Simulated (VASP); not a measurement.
Energy against volume of V (bcc). All values below come from vdW-DF-cx, VASP's PBE PAW potentials (set 64) (plane waves; VASP).

| V (Å³/atom) | E (eV/atom) |
|---|---|
| 12.196 | -6.18566 |
| 12.585 | -6.21015 |
| 12.974 | -6.21811 |
| 13.363 | -6.21203 |
| 13.753 | -6.19380 |

Fit a third-order Birch-Murnaghan equation of state.

```yaml
volume_per_atom: 12.99 Å³/atom
bulk_modulus: 1920 kbar
pressure_derivative_of_the_bulk_modulus: 4.15
lattice_constant_a: 0.2962 nm
```

Measured: bulk modulus 161 GPa at 0 K (computed value off by +19.4 %), as given by H. Levämäki et al., Physical Review B (2014), arXiv:1402.3671 [corrected for temperature and zero-point phonon effects]; a 3.021 Å at 0 K (computed value off by -2.0 %), as given by Daniel Mejia-Rodriguez et al., Physical Review B (2018), arXiv:1807.09216 [static lattice: zero-point anharmonic expansion removed].

The compound is V in the bcc structure. It was relaxed first, which changed the volume by -7 %. The run is not spin-polarised, so no magnetic state was tried.
